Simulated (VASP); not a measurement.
## CaO: exact exchange and RPA correlation

How do cheaper functionals compare with the RPA for CaO, and at what cost? The scan starts from a database cell, scaled to the smallest volume of the series. The cell is of the rock-salt type, one of the forms listed for this formula. The start is a computed cell from the Materials Project.

Main program and level: VASP 6.6.1; LDA; plane waves and PAW (Ca_sv_GW, O_GW), in the first sound run; inputs show where later runs differ.

This is a report of a sequence of runs, with most program output left out.

## 1. Starting point

Symmetry: Fm-3m, No. 225, cubic system. Conventional cell: a = 4.675 Å, b = 4.675 Å, c = 4.675 Å, α = 90.00°, β = 90.00°, γ = 90.00°. Nearest to Ca lie 6 O at 2.34 Å. Nearest to O lie 6 Ca at 2.34 Å. Farther neighbours and most contacts between anions are not listed.

Coordinates:

```cif
data_structure
_symmetry_space_group_name_H-M 'Fm-3m'
_symmetry_Int_Tables_number 225
_cell_length_a 4.6753
_cell_length_b 4.6753
_cell_length_c 4.6753
_cell_angle_alpha 90.000
_cell_angle_beta 90.000
_cell_angle_gamma 90.000
_cell_volume 102.20
loop_
_atom_site_label
_atom_site_type_symbol
_atom_site_symmetry_multiplicity
_atom_site_Wyckoff_symbol
_atom_site_fract_x
_atom_site_fract_y
_atom_site_fract_z
_atom_site_occupancy
Ca1 Ca 4 a 0.00000 0.00000 0.00000 1
O1 O 4 b 0.50000 0.00000 0.00000 1
```

## 2. Orbitals, volume ratio 0.92

RPA gives no stress here, so the energy is scanned over volumes, at one cutoff and mesh. Volumes are given as ratios to a reference cell, and this first cell is that cell scaled to 0.92. Each point starts from LDA orbitals, tightly converged.

Contents of INCAR:

```
SYSTEM = CaO
PREC = Accurate
ENCUT = 560
EDIFF = 1E-08
NELM = 100
ISMEAR = 0
SIGMA = 0.05
LREAL = .FALSE.
ALGO = Normal
GGA = CA
NBANDS = 14
LORBIT = 11
LWAVE = .TRUE.
LCHARG = .FALSE.
KPAR = 4
```

Contents of POSCAR:

```
CaO
1.0
    0.0000000000      2.3376714131      2.3376714131
    2.3376714131      0.0000000000      2.3376714131
    2.3376714131      2.3376714131      0.0000000000
Ca O
1 1
Direct
    0.0000000000      0.0000000000      0.0000000000
    0.5000000000      0.5000000000      0.5000000000
```

Contents of KPOINTS:

```
Automatic mesh
0
Gamma
6 6 6
0 0 0
```

The projector-augmented-wave data sets are Ca_sv_GW and O_GW (LDA family, release 64).

Run with:

```
$ mpirun -np 4 vasp_std
```

Run time: 2.4 s. Hardware: 4 MPI ranks of Intel Xeon 6975P-C (Granite Rapids), shared host; peak memory 0.51 GiB.

The gap is read on the k-mesh alone, so it is an upper bound where the band edges lie off the mesh.

A gap read on the k-mesh alone can miss the band edges.

This step gave:

```
free energy (TOTEN)            : -19.17 eV
Fermi energy                   : 5.143 eV
pressure                       : 2.499 GPa
gap on the k-mesh              : 3.430 eV
least direct gap on the k-mesh : 3.784 eV
```

## 3. Exact exchange, volume ratio 0.92

This step: Hartree-Fock energy on LDA orbitals; plane waves and PAW (Ca_sv_GW, O_GW) (VASP 6.6.1).

The Hartree-Fock energy is evaluated once on these orbitals (ALGO = Eigenval, NELM = 1), without letting them relax. It uses the mesh of the correlation step, and the total energy is their sum.

Contents of INCAR:

```
SYSTEM = CaO
PREC = Accurate
ENCUT = 560
ISMEAR = 0
SIGMA = 0.05
LREAL = .FALSE.
GGA = CA
NBANDS = 14
ALGO = Eigenval
NELM = 1
LHFCALC = .TRUE.
AEXX = 1
ALDAC = 0
AGGAC = 0
PRECFOCK = Normal
LWAVE = .FALSE.
LCHARG = .FALSE.
```

POSCAR is that of step 2.

KPOINTS is that of step 2.

The run starts from files that an earlier step left in the folder.

Run with:

```
$ mpirun -np 4 vasp_std
```

Elapsed: 31 s, on 4 MPI ranks; peak memory 0.47 GiB.

This step gave:

| Quantity | Value |
| --- | --- |
| free energy (TOTEN) | -31.90 eV |

The Hartree-Fock energy on these orbitals is -15.9486 eV an atom.

## 4. Empty bands, volume ratio 0.92

This step: LDA; plane waves and PAW (Ca_sv_GW, O_GW) (VASP 6.6.1).

ALGO = Exact makes the empty bands from the converged ground state in one step. LOPTICS writes the k-derivatives of the orbitals (WAVEDER), which give the long-wavelength limit of the screening.

Contents of INCAR:

```
SYSTEM = CaO
PREC = Accurate
ENCUT = 560
ISMEAR = 0
SIGMA = 0.05
LREAL = .FALSE.
GGA = CA
NBANDS = 776
ALGO = Exact
NELM = 1
LWAVE = .TRUE.
LCHARG = .FALSE.
LOPTICS = .TRUE.
NEDOS = 1000
CSHIFT = 0.1
```

POSCAR is that of step 3.

KPOINTS is that of step 3.

Run with:

```
$ mpirun -np 4 vasp_std
```

Wall time 6.6 s (4 MPI ranks); peak memory 0.81 GiB; 24 s of CPU time.

Numbers from this step:

```yaml
gap_on_the_k_mesh: 3.429 eV
```

WAVECAR now holds 776 bands for 16 electrons. Its independent-particle dielectric tensor has xx, yy, zz = 4.1, 4.1, 4.1 on this mesh, which isn't tested for convergence in mesh or bands and lacks local fields.

## 5. RPA correlation, volume ratio 0.92

This step: RPA correlation on LDA orbitals; plane waves and PAW (Ca_sv_GW, O_GW) (VASP 6.6.1).

The RPA correlation energy follows from the response function on imaginary frequencies; VASP computes it for a row of response cutoffs and extrapolates.

Contents of INCAR:

```
SYSTEM = CaO
PREC = Accurate
ENCUT = 560
ISMEAR = 0
SIGMA = 0.05
LREAL = .FALSE.
GGA = CA
NBANDS = 776
ALGO = ACFDT
ENCUTGW = 200
NOMEGA = 12
PRECFOCK = Fast
LWAVE = .FALSE.
LCHARG = .FALSE.
```

POSCAR is that of step 4.

KPOINTS is that of step 4.

Run with:

```
$ mpirun -np 4 vasp_std
```

Wall time 6.3 min (4 MPI ranks); peak memory 2.9 GiB.

This step gave:

| Item | Value |
| --- | --- |
| RPA correlation energy | -23.83 eV |

Extrapolated by the program to an infinite response cutoff, the correlation energy is -11.914 eV an atom. With exact exchange the total is -27.8623 eV an atom.

## 6. Comparison: r2SCAN, volume ratio 0.92

This step: r2SCAN; plane waves and PAW (Ca_sv_GW, O_GW) (VASP 6.6.1).

For comparison the same cell is computed with r2SCAN.

Contents of INCAR:

```
SYSTEM = CaO
PREC = Accurate
ENCUT = 560
EDIFF = 1E-06
NELM = 100
ISMEAR = 0
SIGMA = 0.05
LREAL = .FALSE.
ALGO = Normal
METAGGA = R2SCAN
LASPH = .TRUE.
NBANDS = 14
LWAVE = .FALSE.
LCHARG = .FALSE.
KPAR = 4
```

POSCAR is that of step 5.

KPOINTS is that of step 5.

Run with:

```
$ mpirun -np 4 vasp_std
```

The job ended after 8.6 s (4 MPI ranks; peak memory 0.6 GiB; 32 s of CPU time).

The PAW data sets were made with LDA, a small mismatch for this functional.

This step gave:

```
free energy (TOTEN)            : -93.6018 eV
Fermi energy                   : 5.236 eV
pressure                       : 9.624 GPa
gap on the k-mesh              : 4.180 eV
least direct gap on the k-mesh : 4.537 eV
```

Its energy is -46.8009 eV an atom, on a zero of its own.

## 7. Orbitals for comparison: HSE06, volume ratio 0.92

This step: LDA; plane waves and PAW (Ca_sv_GW, O_GW) (VASP 6.6.1).

A hybrid converges faster from good orbitals, so a cheap LDA run writes WAVECAR first.

Contents of INCAR:

```
SYSTEM = CaO
PREC = Accurate
ENCUT = 560
EDIFF = 1E-05
NELM = 100
ISMEAR = 0
SIGMA = 0.05
LREAL = .FALSE.
ALGO = Normal
GGA = CA
NBANDS = 14
LORBIT = 11
LWAVE = .TRUE.
LCHARG = .FALSE.
KPAR = 4
```

POSCAR is that of step 6.

KPOINTS is that of step 6.

Run with:

```
$ mpirun -np 4 vasp_std
```

The job ended after 2 s (4 MPI ranks; peak memory 0.5 GiB).

This step gave:

```
free energy (TOTEN)            : -19.17 eV
Fermi energy                   : 5.143 eV
pressure                       : 2.469 GPa
gap on the k-mesh              : 3.429 eV
least direct gap on the k-mesh : 3.783 eV
```

The run ends at a pressure of 2.47 GPa.

## 8. Comparison: HSE06, volume ratio 0.92

This step: HSE06; plane waves and PAW (Ca_sv_GW, O_GW) (VASP 6.6.1).

For comparison the same cell is computed with HSE06.

Contents of INCAR:

```
SYSTEM = CaO
PREC = Accurate
ENCUT = 560
EDIFF = 1E-06
NELM = 100
ISMEAR = 0
SIGMA = 0.05
LREAL = .FALSE.
ALGO = Normal
LHFCALC = .TRUE.
AEXX = 0.25
GGA = PE
HFSCREEN = 0.2
LASPH = .TRUE.
NBANDS = 14
PRECFOCK = Fast
LWAVE = .FALSE.
LCHARG = .FALSE.
KPAR = 4
```

POSCAR is that of step 7.

KPOINTS is that of step 7.

The run starts from files that an earlier step left in the folder.

Run with:

```
$ mpirun -np 4 vasp_std
```

It took 72 s on 4 MPI ranks; peak memory 0.98 GiB; 4.8 min of CPU time.

This step gave:

```
free energy (TOTEN)            : -20.82 eV
Fermi energy                   : 4.517 eV
gap on the k-mesh              : 5.337 eV
least direct gap on the k-mesh : 5.740 eV
```

Its energy is -10.4110 eV an atom, on a zero of its own.

## 9. Orbitals, volume ratio 0.96

This step: LDA; plane waves and PAW (Ca_sv_GW, O_GW) (VASP 6.6.1).

The same chain follows at a volume ratio of 0.96.

Contents of INCAR:

```
SYSTEM = CaO
PREC = Accurate
ENCUT = 560
EDIFF = 1E-08
NELM = 100
ISMEAR = 0
SIGMA = 0.05
LREAL = .FALSE.
ALGO = Normal
GGA = CA
NBANDS = 14
LORBIT = 11
LWAVE = .TRUE.
LCHARG = .FALSE.
KPAR = 4
```

Contents of POSCAR:

```
CaO
1.0
    0.0000000000      2.3710712315      2.3710712315
    2.3710712315      0.0000000000      2.3710712315
    2.3710712315      2.3710712315      0.0000000000
Ca O
1 1
Direct
    0.0000000000      0.0000000000      0.0000000000
    0.5000000000      0.5000000000      0.5000000000
```

KPOINTS is that of step 8.

Run with:

```
$ mpirun -np 4 vasp_std
```

It took 2.4 s on 4 MPI ranks; peak memory 0.52 GiB; 7.2 s of CPU time.

The run ends at a pressure of -2.96 GPa.

## 10. Exact exchange, volume ratio 0.96

This step: Hartree-Fock energy on LDA orbitals; plane waves and PAW (Ca_sv_GW, O_GW) (VASP 6.6.1).

Exact exchange at this point.

Contents of INCAR:

```
SYSTEM = CaO
PREC = Accurate
ENCUT = 560
ISMEAR = 0
SIGMA = 0.05
LREAL = .FALSE.
GGA = CA
NBANDS = 14
ALGO = Eigenval
NELM = 1
LHFCALC = .TRUE.
AEXX = 1
ALDAC = 0
AGGAC = 0
PRECFOCK = Normal
LWAVE = .FALSE.
LCHARG = .FALSE.
```

POSCAR is that of step 9.

KPOINTS is that of step 9.

The run starts from files that an earlier step left in the folder.

Run with:

```
$ mpirun -np 4 vasp_std
```

Run time: 30 s. Hardware: 4 MPI ranks; peak memory 0.46 GiB.

The Hartree-Fock energy on these orbitals is -15.9946 eV an atom.

## 11. Empty bands, volume ratio 0.96

This step: LDA; plane waves and PAW (Ca_sv_GW, O_GW) (VASP 6.6.1).

The empty bands are made again, for the run that follows.

Contents of INCAR:

```
SYSTEM = CaO
PREC = Accurate
ENCUT = 560
ISMEAR = 0
SIGMA = 0.05
LREAL = .FALSE.
GGA = CA
NBANDS = 820
ALGO = Exact
NELM = 1
LWAVE = .TRUE.
LCHARG = .FALSE.
LOPTICS = .TRUE.
NEDOS = 1000
CSHIFT = 0.1
```

POSCAR is that of step 10.

KPOINTS is that of step 10.

Run with:

```
$ mpirun -np 4 vasp_std
```

Elapsed: 7.6 s, on 4 MPI ranks; peak memory 0.88 GiB.

WAVECAR now holds 820 bands for 16 electrons.

## 12. RPA correlation, volume ratio 0.96

This step: RPA correlation on LDA orbitals; plane waves and PAW (Ca_sv_GW, O_GW) (VASP 6.6.1).

RPA correlation at this point.

Contents of INCAR:

```
SYSTEM = CaO
PREC = Accurate
ENCUT = 560
ISMEAR = 0
SIGMA = 0.05
LREAL = .FALSE.
GGA = CA
NBANDS = 820
ALGO = ACFDT
ENCUTGW = 200
NOMEGA = 12
PRECFOCK = Fast
LWAVE = .FALSE.
LCHARG = .FALSE.
```

POSCAR is that of step 11.

KPOINTS is that of step 11.

Run with:

```
$ mpirun -np 4 vasp_std
```

Wall time 6.6 min (4 MPI ranks); peak memory 3.1 GiB; 26 min of CPU time.

Extrapolated by the program to an infinite response cutoff, the correlation energy is -11.901 eV an atom, +13 meV against the point before. With exact exchange the total is -27.8956 eV an atom.

## 13. Comparison: r2SCAN, volume ratio 0.96

This step: r2SCAN; plane waves and PAW (Ca_sv_GW, O_GW) (VASP 6.6.1).

The comparison at this point.

Contents of INCAR:

```
SYSTEM = CaO
PREC = Accurate
ENCUT = 560
EDIFF = 1E-06
NELM = 100
ISMEAR = 0
SIGMA = 0.05
LREAL = .FALSE.
ALGO = Normal
METAGGA = R2SCAN
LASPH = .TRUE.
NBANDS = 14
LWAVE = .FALSE.
LCHARG = .FALSE.
KPAR = 4
```

POSCAR is that of step 12.

KPOINTS is that of step 12.

Run with:

```
$ mpirun -np 4 vasp_std
```

The job ended after 8.8 s (4 MPI ranks; peak memory 0.59 GiB).

Its energy is -46.8246 eV an atom, on a zero of its own.

## 14. Orbitals for comparison: HSE06, volume ratio 0.96

This step: LDA; plane waves and PAW (Ca_sv_GW, O_GW) (VASP 6.6.1).

Starting orbitals, as before.

Contents of INCAR:

```
SYSTEM = CaO
PREC = Accurate
ENCUT = 560
EDIFF = 1E-05
NELM = 100
ISMEAR = 0
SIGMA = 0.05
LREAL = .FALSE.
ALGO = Normal
GGA = CA
NBANDS = 14
LORBIT = 11
LWAVE = .TRUE.
LCHARG = .FALSE.
KPAR = 4
```

POSCAR is that of step 13.

KPOINTS is that of step 13.

Run with:

```
$ mpirun -np 4 vasp_std
```

The job ended after 2 s (4 MPI ranks; peak memory 0.52 GiB; 6 s of CPU time).

The run ends at a pressure of -2.98 GPa.

## 15. Comparison: HSE06, volume ratio 0.96

This step: HSE06; plane waves and PAW (Ca_sv_GW, O_GW) (VASP 6.6.1).

Contents of INCAR:

```
SYSTEM = CaO
PREC = Accurate
ENCUT = 560
EDIFF = 1E-06
NELM = 100
ISMEAR = 0
SIGMA = 0.05
LREAL = .FALSE.
ALGO = Normal
LHFCALC = .TRUE.
AEXX = 0.25
GGA = PE
HFSCREEN = 0.2
LASPH = .TRUE.
NBANDS = 14
PRECFOCK = Fast
LWAVE = .FALSE.
LCHARG = .FALSE.
KPAR = 4
```

POSCAR is that of step 14.

KPOINTS is that of step 14.

The run starts from files that an earlier step left in the folder.

Run with:

```
$ mpirun -np 4 vasp_std
```

It took 71 s on 4 MPI ranks; peak memory 0.99 GiB; 4.7 min of CPU time.

Its energy is -10.4351 eV an atom, on a zero of its own.

## 16. Orbitals, volume ratio 0.99

This step: LDA; plane waves and PAW (Ca_sv_GW, O_GW) (VASP 6.6.1).

The same chain follows at a volume ratio of 0.99.

Contents of INCAR:

```
SYSTEM = CaO
PREC = Accurate
ENCUT = 560
EDIFF = 1E-08
NELM = 100
ISMEAR = 0
SIGMA = 0.05
LREAL = .FALSE.
ALGO = Normal
GGA = CA
NBANDS = 14
LORBIT = 11
LWAVE = .TRUE.
LCHARG = .FALSE.
KPAR = 4
```

Contents of POSCAR:

```
CaO
1.0
    0.0000000000      2.3955169881      2.3955169881
    2.3955169881      0.0000000000      2.3955169881
    2.3955169881      2.3955169881      0.0000000000
Ca O
1 1
Direct
    0.0000000000      0.0000000000      0.0000000000
    0.5000000000      0.5000000000      0.5000000000
```

KPOINTS is that of step 15.

Run with:

```
$ mpirun -np 4 vasp_std
```

Wall time 2.4 s (4 MPI ranks); peak memory 0.53 GiB.

The run ends at a pressure of -6.31 GPa.

## 17. Exact exchange, volume ratio 0.99

This step: Hartree-Fock energy on LDA orbitals; plane waves and PAW (Ca_sv_GW, O_GW) (VASP 6.6.1).

Contents of INCAR:

```
SYSTEM = CaO
PREC = Accurate
ENCUT = 560
ISMEAR = 0
SIGMA = 0.05
LREAL = .FALSE.
GGA = CA
NBANDS = 14
ALGO = Eigenval
NELM = 1
LHFCALC = .TRUE.
AEXX = 1
ALDAC = 0
AGGAC = 0
PRECFOCK = Normal
LWAVE = .FALSE.
LCHARG = .FALSE.
```

POSCAR is that of step 16.

KPOINTS is that of step 16.

The run starts from files that an earlier step left in the folder.

Run with:

```
$ mpirun -np 4 vasp_std
```

The job ended after 32 s (4 MPI ranks; peak memory 0.46 GiB).

The Hartree-Fock energy on these orbitals is -16.0137 eV an atom.

## 18. Empty bands, volume ratio 0.99

This step: LDA; plane waves and PAW (Ca_sv_GW, O_GW) (VASP 6.6.1).

Contents of INCAR:

```
SYSTEM = CaO
PREC = Accurate
ENCUT = 560
ISMEAR = 0
SIGMA = 0.05
LREAL = .FALSE.
GGA = CA
NBANDS = 868
ALGO = Exact
NELM = 1
LWAVE = .TRUE.
LCHARG = .FALSE.
LOPTICS = .TRUE.
NEDOS = 1000
CSHIFT = 0.1
```

POSCAR is that of step 17.

KPOINTS is that of step 17.

Run with:

```
$ mpirun -np 4 vasp_std
```

Elapsed: 8 s, on 4 MPI ranks; peak memory 0.91 GiB; 30 s of CPU time.

WAVECAR now holds 868 bands for 16 electrons.

## 19. RPA correlation, volume ratio 0.99

This step: RPA correlation on LDA orbitals; plane waves and PAW (Ca_sv_GW, O_GW) (VASP 6.6.1).

Contents of INCAR:

```
SYSTEM = CaO
PREC = Accurate
ENCUT = 560
ISMEAR = 0
SIGMA = 0.05
LREAL = .FALSE.
GGA = CA
NBANDS = 868
ALGO = ACFDT
ENCUTGW = 200
NOMEGA = 12
PRECFOCK = Fast
LWAVE = .FALSE.
LCHARG = .FALSE.
```

POSCAR is that of step 18.

KPOINTS is that of step 18.

Run with:

```
$ mpirun -np 4 vasp_std
```

Wall time 8.2 min (4 MPI ranks); peak memory 3.5 GiB.

Extrapolated by the program to an infinite response cutoff, the correlation energy is -11.893 eV an atom, +8 meV against the point before. With exact exchange the total is -27.9067 eV an atom.

## 20. Comparison: r2SCAN, volume ratio 0.99

This step: r2SCAN; plane waves and PAW (Ca_sv_GW, O_GW) (VASP 6.6.1).

Contents of INCAR:

```
SYSTEM = CaO
PREC = Accurate
ENCUT = 560
EDIFF = 1E-06
NELM = 100
ISMEAR = 0
SIGMA = 0.05
LREAL = .FALSE.
ALGO = Normal
METAGGA = R2SCAN
LASPH = .TRUE.
NBANDS = 14
LWAVE = .FALSE.
LCHARG = .FALSE.
KPAR = 4
```

POSCAR is that of step 19.

KPOINTS is that of step 19.

Run with:

```
$ mpirun -np 4 vasp_std
```

Elapsed: 9 s, on 4 MPI ranks; peak memory 0.58 GiB.

Its energy is -46.8294 eV an atom, on a zero of its own.

## 21. Orbitals for comparison: HSE06, volume ratio 0.99

This step: LDA; plane waves and PAW (Ca_sv_GW, O_GW) (VASP 6.6.1).

Contents of INCAR:

```
SYSTEM = CaO
PREC = Accurate
ENCUT = 560
EDIFF = 1E-05
NELM = 100
ISMEAR = 0
SIGMA = 0.05
LREAL = .FALSE.
ALGO = Normal
GGA = CA
NBANDS = 14
LORBIT = 11
LWAVE = .TRUE.
LCHARG = .FALSE.
KPAR = 4
```

POSCAR is that of step 20.

KPOINTS is that of step 20.

Run with:

```
$ mpirun -np 4 vasp_std
```

Run time: 2.4 s. Hardware: 4 MPI ranks; peak memory 0.5 GiB; 7.2 s of CPU time.

The run ends at a pressure of -6.34 GPa.

## 22. Comparison: HSE06, volume ratio 0.99

This step: HSE06; plane waves and PAW (Ca_sv_GW, O_GW) (VASP 6.6.1).

Contents of INCAR:

```
SYSTEM = CaO
PREC = Accurate
ENCUT = 560
EDIFF = 1E-06
NELM = 100
ISMEAR = 0
SIGMA = 0.05
LREAL = .FALSE.
ALGO = Normal
LHFCALC = .TRUE.
AEXX = 0.25
GGA = PE
HFSCREEN = 0.2
LASPH = .TRUE.
NBANDS = 14
PRECFOCK = Fast
LWAVE = .FALSE.
LCHARG = .FALSE.
KPAR = 4
```

POSCAR is that of step 21.

KPOINTS is that of step 21.

The WAVECAR or CHGCAR of an earlier step is read.

Run with:

```
$ mpirun -np 4 vasp_std
```

It took 74 s on 4 MPI ranks; peak memory 0.99 GiB.

Its energy is -10.4404 eV an atom, on a zero of its own.

## 23. Orbitals, volume ratio 1.02

This step: LDA; plane waves and PAW (Ca_sv_GW, O_GW) (VASP 6.6.1).

The same chain follows at a volume ratio of 1.02.

Contents of INCAR:

```
SYSTEM = CaO
PREC = Accurate
ENCUT = 560
EDIFF = 1E-08
NELM = 100
ISMEAR = 0
SIGMA = 0.05
LREAL = .FALSE.
ALGO = Normal
GGA = CA
NBANDS = 14
LORBIT = 11
LWAVE = .TRUE.
LCHARG = .FALSE.
KPAR = 4
```

Contents of POSCAR:

```
CaO
1.0
    0.0000000000      2.4194737473      2.4194737473
    2.4194737473      0.0000000000      2.4194737473
    2.4194737473      2.4194737473      0.0000000000
Ca O
1 1
Direct
    0.0000000000      0.0000000000      0.0000000000
    0.5000000000      0.5000000000      0.5000000000
```

KPOINTS is that of step 22.

Run with:

```
$ mpirun -np 4 vasp_std
```

It took 2.6 s on 4 MPI ranks; peak memory 0.52 GiB; 7.9 s of CPU time.

The run ends at a pressure of -9.12 GPa.

## 24. Exact exchange, volume ratio 1.02

This step: Hartree-Fock energy on LDA orbitals; plane waves and PAW (Ca_sv_GW, O_GW) (VASP 6.6.1).

Contents of INCAR:

```
SYSTEM = CaO
PREC = Accurate
ENCUT = 560
ISMEAR = 0
SIGMA = 0.05
LREAL = .FALSE.
GGA = CA
NBANDS = 14
ALGO = Eigenval
NELM = 1
LHFCALC = .TRUE.
AEXX = 1
ALDAC = 0
AGGAC = 0
PRECFOCK = Normal
LWAVE = .FALSE.
LCHARG = .FALSE.
```

POSCAR is that of step 23.

KPOINTS is that of step 23.

The run starts from files that an earlier step left in the folder.

Run with:

```
$ mpirun -np 4 vasp_std
```

It took 35 s on 4 MPI ranks; peak memory 0.46 GiB; 2.2 min of CPU time.

The Hartree-Fock energy on these orbitals is -16.0219 eV an atom.

## 25. Empty bands, volume ratio 1.02

This step: LDA; plane waves and PAW (Ca_sv_GW, O_GW) (VASP 6.6.1).

Contents of INCAR:

```
SYSTEM = CaO
PREC = Accurate
ENCUT = 560
ISMEAR = 0
SIGMA = 0.05
LREAL = .FALSE.
GGA = CA
NBANDS = 868
ALGO = Exact
NELM = 1
LWAVE = .TRUE.
LCHARG = .FALSE.
LOPTICS = .TRUE.
NEDOS = 1000
CSHIFT = 0.1
```

POSCAR is that of step 24.

KPOINTS is that of step 24.

Run with:

```
$ mpirun -np 4 vasp_std
```

Wall time 8.6 s (4 MPI ranks); peak memory 0.92 GiB.

## 26. RPA correlation, volume ratio 1.02

This step: RPA correlation on LDA orbitals; plane waves and PAW (Ca_sv_GW, O_GW) (VASP 6.6.1).

Contents of INCAR:

```
SYSTEM = CaO
PREC = Accurate
ENCUT = 560
ISMEAR = 0
SIGMA = 0.05
LREAL = .FALSE.
GGA = CA
NBANDS = 868
ALGO = ACFDT
ENCUTGW = 200
NOMEGA = 12
PRECFOCK = Fast
LWAVE = .FALSE.
LCHARG = .FALSE.
```

POSCAR is that of step 25.

KPOINTS is that of step 25.

Run with:

```
$ mpirun -np 4 vasp_std
```

Run time: 8.7 min. Hardware: 4 MPI ranks; peak memory 3.5 GiB; 35 min of CPU time.

Extrapolated by the program to an infinite response cutoff, the correlation energy is -11.886 eV an atom, +7 meV against the point before. With exact exchange the total is -27.9082 eV an atom.

(Part 1 of 2 ends here.)

[Lines on the potential files, build, host, timing and source positions are cut from VASP's logs without a mark.]

[Logs are printed without paths, hosts, clocks, repeated set-up lines and the standing remarks that a program may print on its own settings, such as how far it seeks lower states.]

[Hosts, paths, dates, database ids (printed as entryN), source tags and the programs' standing remarks are cut or masked in the printed files.]

[Pressures printed for these runs are not shown converged in the cutoff: they can be off by several GPa and have the wrong sign.]
